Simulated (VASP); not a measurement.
Energy against volume of Ba (bcc). Computed with TPSS meta-GGA, VASP's PBE PAW potentials (set 64) (plane waves; VASP). Settings: 520 eV cut-off, 10×10×10 Γ-centred mesh, first-order Methfessel-Paxton smearing of 0.10 eV, potentials Ba_sv.

```
V (Å³/atom)  E (eV/atom)
-----------  -----------
61.262          -9.55363
63.156          -9.55488
65.051          -9.55326
66.946          -9.54901
```

Task: Fit these four points and predict the energy of the run at 59.367 Å³/atom.

Result: A cubic in V^(−2/3), the third-order Birch-Murnaghan form, passes through the four points with V0 = 63.01 Å³/atom and B0 = 8 GPa, and gives -9.5493 eV/atom there. The run gave -9.5492 eV/atom, +0.1 meV/atom from the fit; all five points give B0 = 8 GPa.

The compound is Ba in the bcc structure. It was relaxed first.
